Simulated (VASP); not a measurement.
**Ho (relaxed from the fcc structure, space group Fm-3m): computed properties**

All values below come from PBEsol GGA, VASP's PBE PAW potentials (set 64) (plane waves; VASP 6.6.1).

| Quantity | Value |
|---|---|
| space group | Fm-3m (225) |
| cell | a = 4.886 Å, b = 4.886 Å, c = 4.886 Å, α = 90.00°, β = 90.00°, γ = 90.00° |
| volume per atom | 29.16 Å^3/atom |
| band gap (over mesh and band path) | none (metal, semimetal or under 0.01 eV) |
| band gap with spin-orbit coupling | none (metallic) |
| density | 9.39 g/cm³ |

```cif
data_Ho
_chemical_formula_sum 'Ho1'
_space_group_name_H-M_alt 'P 1'
_space_group_IT_number 1
_cell_length_a 3.45490
_cell_length_b 3.45490
_cell_length_c 3.45490
_cell_angle_alpha 60.000
_cell_angle_beta 60.000
_cell_angle_gamma 60.000
loop_
_space_group_symop_operation_xyz
  'x, y, z'
loop_
_atom_site_label
_atom_site_type_symbol
_atom_site_fract_x
_atom_site_fract_y
_atom_site_fract_z
_atom_site_occupancy
Ho1 Ho 0.00000 0.00000 0.00000 1
```

The 4f electrons are frozen in the core of the lanthanide potential, so 4f levels, which can set the real gap, and their magnetism are missing.

The structure was generated: Ho was put into the fcc type (Fm-3m), which need not be its known phase. It was relaxed first, which changed the volume by -7 %. Symmetry was kept, so distortions that lower it aren't found.
